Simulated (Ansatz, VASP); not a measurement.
# AlBiS3 in two plane-wave programs, part 3 of 3

Aim: how closely do two programs agree when they are given the same cell, functional and k mesh? The cell is generated by rule, not measured, and may not be a known phase. The cell is taken from a series of runs on this material, whose earlier steps may have relaxed, scaled, displaced or heated it; both programs get it as it stands.

VASP 6.6.1 and Ansatz 0.2.0.

So far: Set-up; Ansatz: zone-centre phonons, LDA; VASP: zone-centre phonons, LDA.

**3. VASP: zone-centre phonons, LDA (continued)**

Level of this step: LDA; plane waves and PAW (Bi_d, Al, S); invented cell (VASP).

Parts of OUTCAR (step 3):

```text
ion  position               nearest neighbor table
   1  0.000  0.000  0.000-   3 3.23   4 3.23   5 3.23   4 3.23   5 3.23   3 3.23   5 3.23   5 3.23
                             3 3.23   4 3.23   4 3.23   3 3.23
   2  0.500  0.500  0.500-   3 2.28   4 2.28   5 2.28   3 2.28   4 2.28   5 2.28
   3  0.500  0.500  0.000-   2 2.28   2 2.28   1 3.23   1 3.23   1 3.23   1 3.23
   4  0.500  0.000  0.500-   2 2.28   2 2.28   1 3.23   1 3.23   1 3.23   1 3.23
   5  0.000  0.500  0.500-   2 2.28   2 2.28   1 3.23   1 3.23   1 3.23   1 3.23

  LATTYP: Found a simple cubic cell.
 ALAT       =     4.5690303556

 Subroutine GETGRP returns: Found 48 space group operations
 (whereof 48 operations were pure point group operations)

The static configuration has the point symmetry O_h .

 Found     20 irreducible k-points:

   k-points           NKPTS =     20   k-points in BZ     NKDIM =     20   number of bands    NBANDS=     24

   dimension x,y,z NGX =    36 NGY =   36 NGZ =   36
   dimension x,y,z NGXF=    72 NGYF=   72 NGZF=   72

   ENCUT  =  500.0 eV  36.75 Ry    6.06 a.u.   8.33  8.33  8.33*2*pi/ulx,y,z

   NELECT =      36.0000    total number of electrons

 k-points in reciprocal lattice and weights: Automatic mesh
   0.00000000  0.00000000  0.00000000       0.005
   0.16666667  0.00000000  0.00000000       0.028
   0.33333333  0.00000000  0.00000000       0.028
   0.50000000  0.00000000  0.00000000       0.014
   0.16666667  0.16666667  0.00000000       0.056
   0.33333333  0.16666667  0.00000000       0.111
   0.50000000  0.16666667  0.00000000       0.056
   0.33333333  0.33333333  0.00000000       0.056
   0.50000000  0.33333333  0.00000000       0.056
[...]
0.50000000  0.50000000  0.33333333       0.028
   0.50000000  0.50000000  0.50000000       0.005

 average (electrostatic) potential at core
       1-104.7463       2 -71.4744       3 -84.4995       4 -84.4995       5 -84.4995

  Total        0.0552086      0.0552086      0.0552086     -0.0000000     -0.0000000      0.0000000
  in kB        0.9273540      0.9273540      0.9273540     -0.0000000     -0.0000000      0.0000000
  external PRESSURE =       0.9273540 kB  Pullay stress =       0.0000000 kB

  energy-cutoff  :      500.00
  volume of cell :       95.38
      direct lattice vectors                 reciprocal lattice vectors
     4.569030356  0.000000000  0.000000000     0.218864819  0.000000000  0.000000000
     0.000000000  4.569030356  0.000000000     0.000000000  0.218864819  0.000000000
     0.000000000  0.000000000  4.569030356     0.000000000  0.000000000  0.218864819

 POSITION                                       TOTAL-FORCE (eV/Angst)
 -----------------------------------------------------------------------------------
      0.00000      0.00000      0.00000         0.000000      0.000000      0.000000
      2.28452      2.28452      2.28452         0.000000      0.000000      0.000000
      2.28452      2.28452      0.00000         0.000000      0.000000      0.000000
      2.28452      0.00000      2.28452         0.000000      0.000000      0.000000
      0.00000      2.28452      2.28452         0.000000      0.000000      0.000000
 -----------------------------------------------------------------------------------
    total drift:                               -0.000000      0.000000      0.000000

 Eigenvectors and eigenvalues of the dynamical matrix
 ----------------------------------------------------

   1 f  =   14.094240 THz    88.556723 2PiTHz  470.133246 cm-1    58.289067 meV
             X         Y         Z           dx          dy          dz
      0.000000  0.000000  0.000000    -0.004766   -0.001698    0.000000
      2.284515  2.284515  2.284515    -0.577172   -0.205680   -0.000000
      2.284515  2.284515  0.000000    -0.095304   -0.033962    0.000000
      2.284515  0.000000  2.284515    -0.095304    0.260897    0.000000
      0.000000  2.284515  2.284515     0.732122   -0.033962   -0.000000

   2 f  =   14.094240 THz    88.556723 2PiTHz  470.133246 cm-1    58.289067 meV
             X         Y         Z           dx          dy          dz
      0.000000  0.000000  0.000000     0.000000   -0.000000   -0.005059
      2.284515  2.284515  2.284515     0.000000    0.000000   -0.612725
      2.284515  2.284515  0.000000     0.000000    0.000000    0.777219
      2.284515  0.000000  2.284515     0.000000   -0.000000   -0.101175
      0.000000  2.284515  2.284515    -0.000000   -0.000000   -0.101175

   3 f  =   14.094240 THz    88.556723 2PiTHz  470.133246 cm-1    58.289067 meV
             X         Y         Z           dx          dy          dz
      0.000000  0.000000  0.000000     0.001698   -0.004766   -0.000000
      2.284515  2.284515  2.284515     0.205680   -0.577172   -0.000000
      2.284515  2.284515  0.000000     0.033962   -0.095304    0.000000
      2.284515  0.000000  2.284515     0.033962    0.732122    0.000000
      0.000000  2.284515  2.284515    -0.260897   -0.095304    0.000000

   4 f  =    3.134006 THz    19.691541 2PiTHz  104.539190 cm-1    12.961202 meV
             X         Y         Z           dx          dy          dz
      0.000000  0.000000  0.000000    -0.094241   -0.039155    0.301874
      2.284515  2.284515  2.284515     0.217770    0.090477   -0.697558
      2.284515  2.284515  0.000000    -0.058703   -0.024390   -0.499003
      2.284515  0.000000  2.284515    -0.058703    0.064724    0.188038
      0.000000  2.284515  2.284515     0.155783   -0.024390    0.188038

   5 f  =    3.134006 THz    19.691541 2PiTHz  104.539190 cm-1    12.961202 meV
             X         Y         Z           dx          dy          dz
      0.000000  0.000000  0.000000     0.122261   -0.294269   -0.000000
      2.284515  2.284515  2.284515    -0.282516    0.679987   -0.000000
      2.284515  2.284515  0.000000     0.076157   -0.183302   -0.000000
      2.284515  0.000000  2.284515     0.076157    0.486433    0.000000
      0.000000  2.284515  2.284515    -0.202100   -0.183302    0.000000

   6 f  =    3.134006 THz    19.691541 2PiTHz  104.539190 cm-1    12.961202 meV
             X         Y         Z           dx          dy          dz
      0.000000  0.000000  0.000000    -0.278770   -0.115822   -0.102052
      2.284515  2.284515  2.284515     0.644173    0.267636    0.235817
      2.284515  2.284515  0.000000    -0.173647   -0.072146    0.168693
      2.284515  0.000000  2.284515    -0.173647    0.191456   -0.063568
      0.000000  2.284515  2.284515     0.460813   -0.072146   -0.063568

   7 f  =    0.003303 THz     0.020753 2PiTHz    0.110172 cm-1     0.013660 meV
             X         Y         Z           dx          dy          dz
      0.000000  0.000000  0.000000     0.057859    0.003248    0.791254
      2.284515  2.284515  2.284515     0.020923    0.001175    0.286137
      2.284515  2.284515  0.000000     0.022538    0.001265    0.310974
      2.284515  0.000000  2.284515     0.022538    0.001277    0.308223
      0.000000  2.284515  2.284515     0.022739    0.001265    0.308223

   8 f  =    0.003303 THz     0.020753 2PiTHz    0.110172 cm-1     0.013660 meV
             X         Y         Z           dx          dy          dz
      0.000000  0.000000  0.000000    -0.044468    0.792126   -0.000000
      2.284515  2.284515  2.284515    -0.016081    0.286452   -0.000000
      2.284515  2.284515  0.000000    -0.017322    0.308562   -0.000000
      2.284515  0.000000  2.284515    -0.017322    0.311317    0.000000
      0.000000  2.284515  2.284515    -0.017477    0.308562    0.000000

   9 f  =    0.003303 THz     0.020753 2PiTHz    0.110172 cm-1     0.013660 meV
             X         Y         Z           dx          dy          dz
      0.000000  0.000000  0.000000     0.790010    0.044349   -0.057950
      2.284515  2.284515  2.284515     0.285687    0.016038   -0.020956
      2.284515  2.284515  0.000000     0.307738    0.017276   -0.022775
      2.284515  0.000000  2.284515     0.307738    0.017430   -0.022574
      0.000000  2.284515  2.284515     0.310485    0.017276   -0.022574

  10 f/i=    4.544813 THz    28.555902 2PiTHz  151.598641 cm-1    18.795828 meV
             X         Y         Z           dx          dy          dz
      0.000000  0.000000  0.000000    -0.266583   -0.444543   -0.017477
      2.284515  2.284515  2.284515    -0.003884   -0.006476   -0.000255
      2.284515  2.284515  0.000000     0.306188    0.510587    0.004912
      2.284515  0.000000  2.284515     0.306188    0.124932    0.020073
      0.000000  2.284515  2.284515     0.074919    0.510587    0.020073

  11 f/i=    4.544813 THz    28.555902 2PiTHz  151.598641 cm-1    18.795828 meV
             X         Y         Z           dx          dy          dz
      0.000000  0.000000  0.000000     0.121766   -0.092504    0.495587
      2.284515  2.284515  2.284515     0.001774   -0.001348    0.007220
      2.284515  2.284515  0.000000    -0.139856    0.106247   -0.139277
      2.284515  0.000000  2.284515    -0.139856    0.025997   -0.569215
      0.000000  2.284515  2.284515    -0.034220    0.106247   -0.569215

  12 f/i=    4.544813 THz    28.555902 2PiTHz  151.598641 cm-1    18.795828 meV
             X         Y         Z           dx          dy          dz
      0.000000  0.000000  0.000000    -0.427899    0.250629    0.151916
      2.284515  2.284515  2.284515    -0.006234    0.003651    0.002213
      2.284515  2.284515  0.000000     0.491470   -0.287864   -0.042694
      2.284515  0.000000  2.284515     0.491470   -0.070436   -0.174485
      0.000000  2.284515  2.284515     0.120255   -0.287864   -0.174485

  13 f/i=    4.596775 THz    28.882390 2PiTHz  153.331913 cm-1    19.010726 meV
             X         Y         Z           dx          dy          dz
      0.000000  0.000000  0.000000     0.000000   -0.000000   -0.000000
      2.284515  2.284515  2.284515     0.000000   -0.000000    0.000000
      2.284515  2.284515  0.000000     0.701238    0.086240    0.000000
      2.284515  0.000000  2.284515    -0.701238    0.000000    0.028784
      0.000000  2.284515  2.284515    -0.000000   -0.086240   -0.028784

  14 f/i=    4.596775 THz    28.882390 2PiTHz  153.331913 cm-1    19.010726 meV
             X         Y         Z           dx          dy          dz
      0.000000  0.000000  0.000000    -0.000000    0.000000    0.000000
      2.284515  2.284515  2.284515     0.000000    0.000000    0.000000
      2.284515  2.284515  0.000000     0.034210   -0.042879   -0.000000
      2.284515  0.000000  2.284515    -0.034210   -0.000000   -0.704976
      0.000000  2.284515  2.284515     0.000000    0.042879    0.704976

  15 f/i=    4.596775 THz    28.882390 2PiTHz  153.331913 cm-1    19.010726 meV
             X         Y         Z           dx          dy          dz
      0.000000  0.000000  0.000000     0.000000    0.000000   -0.000000
      2.284515  2.284515  2.284515     0.000000    0.000000   -0.000000
      2.284515  2.284515  0.000000     0.084235   -0.700517    0.000000
      2.284515  0.000000  2.284515    -0.084235   -0.000000    0.046696
      0.000000  2.284515  2.284515    -0.000000    0.700517   -0.046696

 ELASTIC MODULI CONTR FROM IONIC RELAXATION (kBar)
 Direction    XX          YY          ZZ          XY          YZ          ZX
 --------------------------------------------------------------------------------
 XX           0.0000      0.0000      0.0000      0.0000      0.0000      0.0000
 YY           0.0000      0.0000      0.0000      0.0000      0.0000      0.0000
 ZZ           0.0000      0.0000      0.0000      0.0000      0.0000      0.0000
 XY           0.0000      0.0000      0.0000      0.0000      0.0000      0.0000
 YZ           0.0000      0.0000      0.0000      0.0000      0.0000      0.0000
 ZX           0.0000      0.0000      0.0000      0.0000      0.0000      0.0000
 --------------------------------------------------------------------------------
```

**4. Side by side**

Known differences besides the potentials themselves: the two LDA forms differ slightly; VASP's run holds the zone centre alone; the cutoff is 952.399 eV in Ansatz and 500 eV in VASP; VASP's log shows a relativistic correction to its local exchange, Ansatz's none. Total energies have different zeros and are not compared.

Compared:

```csv
quantity,Ansatz,VASP,difference
"optical mode 1 to 3 (imaginary, printed as negative) (cm⁻¹)",-154.4,-153.3,-1.1
"optical mode 4 to 6 (imaginary, printed as negative) (cm⁻¹)",-151.7,-151.6,-0.1
optical mode 7 to 9 (cm⁻¹),105.1,104.5,+0.56 %
optical mode 10 to 12 (cm⁻¹),468.1,470.1,-0.44 %
```

Modes are paired by rising frequency, not by their patterns, so a pair may set unlike modes beside each other; they are those without the splitting of longitudinal modes.

**5. Results**

- r.m.s. difference of the optical zone-centre modes, each program's sorted by frequency (zone-centre phonons, LDA): 1.2 cm⁻¹
- difference in optical mode 7 to 9 (zone-centre phonons, LDA): +0.6 %

What this shows: The r.m.s. difference of the optical zone-centre modes, each program's sorted by frequency is 1.2 cm⁻¹ (zone-centre phonons, LDA). Among the rows given in per cent, the largest difference of the zone-centre phonons, LDA pair is in optical mode 7 to 9, +0.6 %. Such differences can come from data sets, numerical settings and the points named under the comparisons, not from the functional's error against experiment.

[Lines on the potential files, build, host, timing and source positions are cut from VASP's logs without a mark.]

[Logs are printed without paths, hosts, clocks, repeated set-up lines and the standing remarks that a program may print on its own settings, such as how far it seeks lower states.]

[Hosts, paths, dates, database ids (printed as entryN), source tags and the programs' standing remarks are cut or masked in the printed files.]
